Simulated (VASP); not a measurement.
# LiTlF2: structure and properties in VASP, part 2 of 2

Wanted: the relaxed cell of LiTlF2 and its properties. The cell is invented: other elements were put on sites of a known structure type. It may not be a known or stable phase.

VASP 6.6.1, plane waves and PAW; the level of theory is named at each step.

So far, gap on the k-mesh (eV): step 2 (rough relaxation of the start cell) 1.82; step 3 (full relaxation (PBE)) 1.77; step 6 (total and projected DOS (PBE)) 1.78. The relaxed cell has a = 3.330, c = 18.256 Å (conventional setting).

### Step 7. Band structure (PBE + SOC)

This step: PBE, spin-orbit coupling; plane waves and PAW (Li_sv, Tl_d, F); invented cell (VASP 6.6.1).

The mesh alone shows little of the dispersion and can miss band extrema, so KPOINTS_OPT adds a path through the symmetry points after the self-consistent cycle. Spin-orbit coupling needs spinors and the noncollinear program, where each band holds one electron.

Contents of INCAR:

```
SYSTEM = LiTlF2
PREC = Accurate
ENCUT = 650
EDIFF = 1E-06
NELM = 100
ISMEAR = -1
SIGMA = 0.05
LREAL = .FALSE.
ALGO = Normal
GGA = PE
LNONCOLLINEAR = .TRUE.
MAGMOM = 0 0 0 0 0 0 0 0 0 0 0 0
NBANDS = 42
GGA_COMPAT = .FALSE.
LASPH = .TRUE.
LSORBIT = .TRUE.
LORBIT = 11
LWAVE = .FALSE.
LCHARG = .FALSE.
KPAR = 2
```

Contents of POSCAR:

```
LiTlF2
1.0
    1.6648498459      0.9612015033      6.0852503773
   -1.6648498459      0.9612015033      6.0852503773
    0.0000000000     -1.9224030168      6.0852503773
Li Tl F
1 1 2
Direct
    0.0000000000      0.0000000000      0.0000000000
    0.5000000000      0.5000000000      0.5000000000
    0.2743629591      0.2743629591      0.2743629591
    0.7256370409      0.7256370409      0.7256370409
```

Contents of KPOINTS:

```
Automatic mesh
0
Gamma
6 6 6
0 0 0
```

Contents of KPOINTS_OPT:

```
Line mode
16
Line-mode
Reciprocal
  0.00000000   0.00000000   0.00000000 GAMMA
  0.50000000   0.00000000   0.00000000 L

  0.50000000   0.00000000   0.00000000 L
  0.50000000   0.18330005  -0.18330005 B1

  0.81669995   0.50000000   0.18330005 B
  0.50000000   0.50000000   0.50000000 Z

  0.50000000   0.50000000   0.50000000 Z
  0.00000000   0.00000000   0.00000000 GAMMA

  0.00000000   0.00000000   0.00000000 GAMMA
  0.34165003   0.00000000  -0.34165003 X

  0.65834997   0.34165003   0.00000000 Q
  0.50000000   0.50000000   0.00000000 F

  0.50000000   0.50000000   0.00000000 F
  0.65834997   0.65834997   0.18330005 P1

  0.65834997   0.65834997   0.18330005 P1
  0.50000000   0.50000000   0.50000000 Z

  0.50000000   0.00000000   0.00000000 L
  0.81669995   0.34165003   0.34165003 P
```

PAW data sets: Li_sv, Tl_d and F (PBE family, release 64).

On the command line:

```sh
$ mpirun -np 2 vasp_ncl
```

Run time: 24 min. Hardware: 2 MPI ranks of AMD EPYC 7R43, shared host; peak memory 2 GiB; 47 min of CPU time.

LASPH is switched on together with spin-orbit coupling, so the change from the scalar run holds both. VASP adds spin-orbit coupling inside the spheres on scalar-relativistic partial waves, which describe the 6p1/2 states imperfectly, so such gaps can be off by a tenth of an eV or more.

This step gave:

- SCF cycles: 15
- bands: 42
- irreducible k-points: 32
- free energy (TOTEN): -16.67 eV
- Fermi energy: 2.611 eV
- pressure: -0.1814 GPa
- least gap on mesh and path: 1.662 eV
- least direct gap on mesh and path: 2.191 eV
- valence top at k: 0.5, 0.1344, -0.1344
- least direct gap at k: -0.3333, -0.3333, 0.1667

On-site spin-orbit energy by atom:

| atom | on-site spin-orbit energy (eV) |
| --- | --- |
| Li1 | 0.000 |
| Tl2 | -0.379 |
| F3 | -0.001 |
| F4 | -0.001 |

The electronic bands at the labelled points (eV, zero at the valence-band top; v1 is the highest filled band, c1 the lowest empty one):

| point | v4 | v3 | v2 | v1 | c1 | c2 | c3 | c4 |
| --- | --- | --- | --- | --- | --- | --- | --- | --- |
| Γ | -1.65 | -1.65 | -1.60 | -1.60 | 4.35 | 4.35 | 8.49 | 8.49 |
| 0.47 of the way | -1.65 | -1.65 | -0.83 | -0.83 | 5.26 | 5.26 | 7.02 | 7.02 |
| L | -1.77 | -1.77 | -0.17 | -0.17 | 2.03 | 2.03 | 7.37 | 7.37 |
| 0.53 of the way | -1.95 | -1.95 | -0.03 | -0.03 | 2.53 | 2.53 | 5.77 | 5.77 |
| B1 | -1.89 | -1.89 | -0.14 | -0.14 | 3.16 | 3.16 | 4.23 | 4.23 |
| jump to B | -1.89 | -1.89 | -0.14 | -0.14 | 3.16 | 3.16 | 4.23 | 4.23 |
| 0.53 of the way | -1.67 | -1.67 | -0.66 | -0.66 | 5.07 | 5.07 | 6.76 | 6.76 |
| Z | -1.54 | -1.54 | -0.51 | -0.51 | 3.56 | 3.56 | 9.45 | 9.45 |
| 0.47 of the way | -1.56 | -1.56 | -0.92 | -0.92 | 3.92 | 3.92 | 8.96 | 8.96 |
| Γ | -1.65 | -1.65 | -1.60 | -1.60 | 4.35 | 4.35 | 8.49 | 8.49 |
| 0.47 of the way | -1.56 | -1.56 | -0.72 | -0.72 | 5.44 | 5.44 | 6.53 | 6.53 |
| X | -1.87 | -1.87 | -0.09 | -0.09 | 3.18 | 3.18 | 4.14 | 4.14 |
| jump to Q | -1.87 | -1.87 | -0.09 | -0.09 | 3.18 | 3.18 | 4.14 | 4.14 |
| 0.47 of the way | -1.67 | -1.67 | -0.41 | -0.41 | 2.21 | 2.21 | 6.21 | 6.21 |
| F | -1.59 | -1.59 | -0.54 | -0.54 | 1.66 | 1.66 | 7.16 | 7.16 |
| 0.47 of the way | -1.61 | -1.61 | -0.53 | -0.53 | 1.71 | 1.71 | 7.16 | 7.16 |
| P1 | -1.63 | -1.63 | -0.48 | -0.48 | 1.84 | 1.84 | 7.15 | 7.15 |
| 0.47 of the way | -1.57 | -1.57 | -0.65 | -0.65 | 5.02 | 5.02 | 6.41 | 6.41 |
| Z | -1.54 | -1.54 | -0.51 | -0.51 | 3.56 | 3.56 | 9.45 | 9.45 |
| jump to L | -1.77 | -1.77 | -0.17 | -0.17 | 2.03 | 2.03 | 7.37 | 7.37 |
| 0.53 of the way | -1.71 | -1.71 | -0.28 | -0.28 | 1.96 | 1.96 | 7.27 | 7.27 |
| P | -1.63 | -1.63 | -0.48 | -0.48 | 1.84 | 1.84 | 7.15 | 7.15 |

Of the projections kept (Li, Tl, F), the largest for each band there; the rest of the weight can lie on other orbitals:

| point | v4 | v3 | v2 | v1 | c1 | c2 | c3 | c4 |
| --- | --- | --- | --- | --- | --- | --- | --- | --- |
| Γ | F 0.99 | F 0.99 | F 0.99 | F 0.99 | Tl 0.57 | Tl 0.57 | F 0.49 | F 0.49 |
| L | F 0.99 | F 0.99 | F 0.54 | F 0.54 | Tl 0.55 | Tl 0.55 | Tl 0.79 | Tl 0.79 |
| B1 | F 0.95 | F 0.95 | Tl 0.59 | Tl 0.59 | Tl 0.74 | Tl 0.74 | Tl 0.79 | Tl 0.79 |
| B | F 0.95 | F 0.95 | Tl 0.59 | Tl 0.59 | Tl 0.74 | Tl 0.74 | Tl 0.79 | Tl 0.79 |
| Z | F 0.99 | F 0.99 | F 0.88 | F 0.88 | Tl 0.68 | Tl 0.68 | Li 0.53 | Li 0.53 |
| Γ | F 0.99 | F 0.99 | F 0.99 | F 0.99 | Tl 0.57 | Tl 0.57 | F 0.49 | F 0.49 |

The gap moves by -0.10 eV against PBE, which ran on another mesh.

### Step 8. Optical spectrum (PBE)

This step: PBE; plane waves and PAW (Li_sv, Tl_d, F); invented cell (VASP 6.6.1).

LOPTICS sums transitions from filled to empty bands. The mesh is finer than in the run before. NBANDS is raised for it.

Contents of INCAR:

```
SYSTEM = LiTlF2
PREC = Accurate
ENCUT = 650
EDIFF = 1E-06
NELM = 100
ISMEAR = -1
SIGMA = 0.05
LREAL = .FALSE.
ALGO = Normal
GGA = PE
NBANDS = 47
LORBIT = 11
LWAVE = .FALSE.
LCHARG = .FALSE.
KPAR = 2
LOPTICS = .TRUE.
NEDOS = 1500
CSHIFT = 0.1
```

POSCAR is that of step 7.

Contents of KPOINTS:

```
Automatic mesh
0
Gamma
12 12 12
0 0 0
```

On the command line:

```sh
$ mpirun -np 2 vasp_std
```

Run time: 19 min. Hardware: 2 MPI ranks; peak memory 2.4 GiB; 38 min of CPU time.

These are independent-particle spectra without excitons or local fields, and fine structure depends on the mesh and on CSHIFT.

This step gave:

| Item | Value |
| --- | --- |
| SCF cycles | 14 |
| bands | 47 |
| irreducible k-points | 189 |
| free energy (TOTEN) | -16.48 eV |
| Fermi energy | 2.714 eV |
| pressure | 0.01836 GPa |
| valence top at k | -0.3333, 0.25, 0 |
| least direct gap at k | -0.25, 0.25, 0.25 |

The imaginary dielectric function has structure finer than the step of the table below, so its rows give means over 0.5 eV, whole bins alone (the curve runs from 0 to 25.0 eV). Peaks (eV: height): xx 2.64: 11.5, 3.22: 8.07, 6.18: 4.11; zz 7.86: 8.98, 11.14: 1.94, 14.43: 1.80.

Imaginary dielectric function against photon energy; means over each step:

| photon energy (eV) | xx | zz |
| --- | --- | --- |
| 0.5 | 0.0443 | 0.00777 |
| 1.0 | 0.111 | 0.0166 |
| 1.5 | 0.274 | 0.0284 |
| 2.0 | 1.58 | 0.0498 |
| 2.5 | 8.49 | 0.116 |
| 3.0 | 6.75 | 0.249 |
| 3.5 | 5.42 | 1.04 |
| 4.0 | 3.26 | 2.22 |
| 4.5 | 1.79 | 3.07 |
| 5.0 | 2.99 | 3.81 |
| 5.5 | 2.40 | 3.37 |
| 6.0 | 3.40 | 3.58 |
| 6.5 | 3.20 | 3.72 |
| 7.0 | 2.99 | 4.50 |
| 7.5 | 1.96 | 5.51 |
| 8.0 | 1.88 | 6.72 |
| 8.5 | 1.74 | 1.49 |
| 9.0 | 1.68 | 0.847 |
| 9.5 | 1.38 | 0.711 |
| 10.0 | 1.14 | 0.890 |
| 10.5 | 1.06 | 1.22 |
| 11.0 | 1.10 | 1.73 |
| 11.5 | 1.57 | 1.18 |
| 12.0 | 1.59 | 0.730 |
| 12.5 | 1.57 | 0.766 |
| 13.0 | 1.51 | 0.959 |
| 13.5 | 1.41 | 1.13 |
| 14.0 | 1.48 | 1.66 |
| 14.5 | 1.53 | 1.62 |
| 15.0 | 1.37 | 1.15 |
| 15.5 | 1.25 | 1.09 |
| 16.0 | 1.18 | 1.08 |
| 16.5 | 0.800 | 1.10 |
| 17.0 | 1.16 | 1.42 |
| 17.5 | 1.04 | 0.824 |
| 18.0 | 0.931 | 0.739 |
| 18.5 | 0.814 | 0.838 |
| 19.0 | 0.596 | 0.720 |
| 19.5 | 0.598 | 0.691 |
| 20.0 | 0.556 | 0.616 |
| 20.5 | 0.543 | 0.691 |
| 21.0 | 0.644 | 0.615 |
| 21.5 | 0.613 | 0.713 |
| 22.0 | 0.615 | 0.634 |
| 22.5 | 0.538 | 0.584 |
| 23.0 | 0.497 | 0.467 |
| 23.5 | 0.513 | 0.442 |
| 24.0 | 0.492 | 0.459 |
| 24.5 | 0.451 | 0.447 |

Table of real dielectric function by photon energy:

| photon energy (eV) | xx | zz |
| --- | --- | --- |
| 0.0 | 5.98 | 3.93 |
| 0.5 | 6.09 | 3.95 |
| 1.0 | 6.45 | 4.01 |
| 1.5 | 7.28 | 4.12 |
| 2.0 | 9.66 | 4.30 |
| 2.5 | 10.3 | 4.60 |
| 3.0 | 4.29 | 5.09 |
| 3.5 | -0.138 | 5.87 |
| 4.0 | 0.683 | 5.51 |
| 4.5 | 1.90 | 5.58 |
| 5.0 | 2.64 | 3.92 |
| 5.5 | 1.94 | 3.93 |
| 6.0 | 2.81 | 3.12 |
| 6.5 | 1.35 | 3.17 |
| 7.0 | 0.489 | 3.35 |
| 7.5 | 0.400 | 2.97 |
| 8.0 | 1.00 | -3.25 |
| 8.5 | 0.796 | -2.12 |
| 9.0 | 1.04 | -0.362 |
| 9.5 | 0.743 | 0.340 |
| 10.0 | 0.901 | 0.987 |
| 10.5 | 1.14 | 1.18 |
| 11.0 | 1.50 | 1.06 |
| 11.5 | 1.56 | 0.155 |
| 12.0 | 1.20 | 0.744 |
| 12.5 | 1.03 | 1.14 |
| 13.0 | 0.862 | 1.35 |
| 13.5 | 1.12 | 1.47 |
| 14.0 | 0.808 | 1.23 |
| 14.5 | 0.809 | 0.587 |
| 15.0 | 0.614 | 0.593 |
| 15.5 | 0.601 | 0.850 |
| 16.0 | 0.363 | 0.644 |
| 16.5 | 0.675 | 1.09 |
| 17.0 | 0.854 | 0.395 |
| 17.5 | 0.404 | 0.408 |
| 18.0 | 0.545 | 0.641 |
| 18.5 | 0.357 | 0.558 |
| 19.0 | 0.542 | 0.675 |
| 19.5 | 0.649 | 0.662 |
| 20.0 | 0.623 | 0.648 |
| 20.5 | 0.789 | 0.782 |
| 21.0 | 0.779 | 0.749 |
| 21.5 | 0.751 | 0.740 |
| 22.0 | 0.725 | 0.674 |
| 22.5 | 0.688 | 0.646 |
| 23.0 | 0.770 | 0.685 |
| 23.5 | 0.799 | 0.777 |
| 24.0 | 0.754 | 0.802 |
| 24.5 | 0.809 | 0.820 |

The mean of ε2 over directions passes 5 % of its top at 1.87 eV, against a least direct gap of 2.29 eV on this mesh; what lies under the gap is the tail of the broadening by CSHIFT. The indirect gap (1.77 eV in the band run) doesn't show, since phonons are left out.

### Step 9. Results

| Item | Value |
| --- | --- |
| relaxed volume | 14.61 Å³/atom |
| relaxed conventional cell a, b, c | 3.330, 3.330, 18.256 Å; angles 90.0, 90.0, 120.0° |
| space group after relaxing, within 0.02 Å | R-3m (No. 166) |
| band gap | 1.77 eV, indirect (least direct gap of that run 2.29 eV) |
| gap among the points of the DOS mesh alone, an upper bound | 1.78 eV |
| band gap (PBE + SOC) | 1.66 eV, indirect (least direct gap of that run 2.19 eV) |
| strongest peak of ε2, mean over directions | 2.64 eV |
| ε1 at zero frequency, no local fields, mean | 5.30 |

What this shows: With PBE, LiTlF2 relaxes to 14.61 Å³/atom in space group R-3m (held by the symmetry of the run) and has an indirect gap of 1.77 eV. Band structure (PBE): The path shows an indirect gap of 1.77 eV (valence top between L and B1, conduction bottom at F). The least direct gap is 2.30 eV. Band structure (PBE + SOC): The path shows an indirect gap of 1.66 eV (valence top between L and B1, conduction bottom at F). The least direct gap is 2.20 eV. LASPH was switched on together with spin-orbit coupling, so shifts put down to the coupling hold both changes. Semilocal functionals usually underestimate gaps. No search among competing phases was made. All values are for a static lattice at zero temperature.

[Lines on the potential files, build, host, timing and source positions are cut from VASP's logs without a mark.]

[Logs are printed without paths, hosts, clocks, repeated set-up lines and the standing remarks that a program may print on its own settings, such as how far it seeks lower states.]

[Hosts, paths, dates, database ids (printed as entryN), source tags and the programs' standing remarks are cut or masked in the printed files.]

[A measured line is paired with the nearest computed mode of its activity, which favours agreement.]
